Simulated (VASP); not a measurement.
Runs of VASP 6.6.1 on Ni. Symmetry: Fm-3m, No. 225, cubic system. Conventional cell: a = 3.551 Å, b = 3.551 Å, c = 3.551 Å, α = 90.00°, β = 90.00°, γ = 90.00°. Ni (site symmetry m-3m) has 12 Ni at 2.51 Å as nearest neighbours. 

| task | level | potentials or basis | spin | cell | k mesh | cutoff (eV) | mesh quality | gap on the mesh (eV) | pressure (GPa) | moment (μB) | relaxed volume (Å³/atom) |
| --- | --- | --- | --- | --- | --- | --- | --- | --- | --- | --- | --- |
| relaxation of cell and atoms | PBEsol | VASP PAW PBE potentials, release 64 (Ni) | off | relaxed | 20 × 20 × 20 | 600 | not flagged | none | 0.0 | - | 10.32 |
| single point | PBEsol | VASP PAW PBE potentials, release 64 (Ni) | collinear, ferromagnetic start | as given | 20 × 20 × 20 | 520 | not flagged | none | (b) | 0.63 | - |
| relaxation of cell and atoms | LDA | VASP PAW LDA potentials, release 64 (Ni) | collinear, ferromagnetic start | relaxed | 20 × 20 × 20 | 600 | not flagged | none | -0.1 | 0.60 | 10.03 |
| relaxation of cell and atoms | PBEsol | VASP PAW PBE potentials, release 64 (Ni) | collinear, ferromagnetic start | relaxed | 20 × 20 × 20 | 600 | not flagged | none | 0.0 | 0.62 | 10.38 |
| relaxation of cell and atoms | RPBE | VASP PAW PBE potentials, release 64 (Ni) | collinear, ferromagnetic start | relaxed | 20 × 20 × 20 | 600 | not flagged | none | 0.0 | 0.64 | 11.21 |
| relaxation of cell and atoms | PBEsol | VASP PAW PBE potentials, release 64 (Ni) | collinear, ferromagnetic start | relaxed | 8 × 8 × 8 | 600 | coarse | none | 0.0 | (a) | (c) |
| relaxation of cell and atoms | PBEsol | VASP PAW PBE potentials, release 64 (Ni) | collinear, ferromagnetic start | relaxed | 20 × 20 × 20 | 480 | not flagged | none | 0.0 | 0.62 | 10.38 |
| relaxation of cell and atoms | PBE | VASP PAW PBE potentials, release 64 (Ni) | collinear, ferromagnetic start | relaxed | 20 × 20 × 20 | 600 | not flagged | none | 0.0 | 0.63 | 10.88 |

Alike in all rows: smearing gaussian 0.1 eV.

**Question.** Fill in the values left out.

**Answer.** (a) 0.70; (b) -14.3; (c) 10.39.

Caveats: some runs use coarse meshes; the PAW data sets were made with another functional, which shifts forces and pressure a little (some runs); the volume moved by -10 % from the deposited cell, more than functionals usually miss (some runs).

A k mesh can miss the band edges.

A gap of «none» marks a metal or a gap under the smearing width.

Not every run made on this cell is shown here.
